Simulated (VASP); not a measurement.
Crystal: Ta.

```xyz
1
Lattice="-1.6513 1.6513 1.6513 1.6513 -1.6513 1.6513 1.6513 1.6513 -1.6513" Properties=species:S:1:pos:R:3 pbc="T T T"
Ta    0.0000    0.0000    0.0000
```

```yaml
Program: VASP 6.6.1
Task: relaxation of cell and atoms
Functional: PBE
Potentials_or_basis: VASP PAW PBE potentials, release 64 (Ta_pv)
Cutoff: 520 eV
k_mesh: 18 × 18 × 18
Occupations: gaussian, width 0.3 eV
Spin: no spin polarisation
```

At the start: pressure 3.4 GPa; volume 18.01 Å³/atom.

How do energy, volume and symmetry change on relaxing?

Over 16 steps the energy falls by 3.2 meV/atom and the volume is 18.32 Å³/atom (+1.7 %); space group Im-3m (No. 229, to 0.05 Å).

The path:
| step | energy change (eV) | largest force (eV/Å) | pressure (GPa) | volume (Å³) |
| --- | --- | --- | --- | --- |
| 1 | 0.0000 | 0.0000 | 3.40 | 18.01 |
| 2 | 0.0124 | 0.0000 | -6.85 | 19.02 |
| 3 | -0.0032 | 0.0000 | -0.03 | 18.32 |
| 4 | -0.0032 | 0.0000 | 0.03 | 18.31 |
| 5 | -0.0032 | 0.0000 | 0.03 | 18.31 |
| 6 | -0.0032 | 0.0000 | 0.03 | 18.31 |
| 7 | -0.0032 | 0.0000 | 0.03 | 18.31 |
| 8 | -0.0032 | 0.0000 | 0.03 | 18.31 |
| 9 | -0.0032 | 0.0000 | 0.03 | 18.31 |
| 10 | -0.0032 | 0.0000 | 0.03 | 18.31 |
| 11 | -0.0032 | 0.0000 | 0.03 | 18.32 |
| 12 | -0.0032 | 0.0000 | 0.03 | 18.32 |
| 13 | -0.0032 | 0.0000 | 0.03 | 18.32 |
| 14 | -0.0032 | 0.0000 | 0.03 | 18.32 |
| 15 | -0.0032 | 0.0000 | 0.03 | 18.32 |
| 16 | -0.0032 | 0.0000 | 0.00 | 18.32 |

Final structure:
```
Ta
1.0
    -1.66061    1.66061    1.66061
     1.66061   -1.66061    1.66061
     1.66061    1.66061   -1.66061
Ta
1
Direct
  0.00000 0.00000 0.00000
```
